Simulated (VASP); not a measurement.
Write the native input for VASP 6.6.1 that does the following.

- Task: single point
- Functional: PBE
- Potentials or basis: VASP PAW PBE potentials, release 64 (Ti_sv)
- Cutoff: 520 eV
- k mesh: 6 × 6 × 2
- Occupations: gaussian, width 0.1 eV
- Spin: no spin polarisation
- Further INCAR settings: ALGO = Normal; EDIFF = 1e-07

The structure of Ti lies in POSCAR:

```
Ti
1.0
    2.9500000000      0.0000000000      0.0000000000
   -1.4750000000      2.5547749400      0.0000000000
    0.0000000000      0.0000000000      4.6800000000
Ti
2
Direct
    0.3333333300      0.6666666700      0.2500000000
    0.6666666700      0.3333333300      0.7500000000
```

These files were run (other wordings do the same):

INCAR

```
ALGO     = Normal         # electronic algorithm
EDIFF    = 1E-7           # SCF threshold, eV
ENCUT    = 520            # plane-wave cutoff, eV
GGA      = PE             # functional
ISIF     = 2              # what is computed and relaxed
ISMEAR   = 0              # smearing method
LASPH    = True           # aspherical terms in the spheres
LCHARG   = False          # write CHGCAR
LREAL    = False          # projectors in reciprocal space
LWAVE    = False          # write WAVECAR
NELM     = 60             # most SCF steps
PREC     = Accurate       # precision mode
SIGMA    = 0.1            # smearing width, eV
```

KPOINTS

```
k-points
0
Gamma
  6 6 2
```

Potentials or basis: VASP PAW PBE potentials, release 64 (Ti_sv).

The run is started by

```bash
$ cat potpaw_PBE.64/Ti_sv/POTCAR > POTCAR
$ mpirun -np 1 vasp_std > vasp.out
```

Results of the run:

```json
{
 "Pressure": "-1.8 GPa",
 "Band gap on the k mesh": "none (metal or under the smearing width)"
}
```

Caveat: the k mesh is coarse (spacing up to 0.67 Å⁻¹), so the values aren't converged.

Run time: 6.2 s on 1 thread of AMD EPYC 9R45 96-Core Processor (Zen 5), with other jobs on the host, peak memory 0.12 GiB.
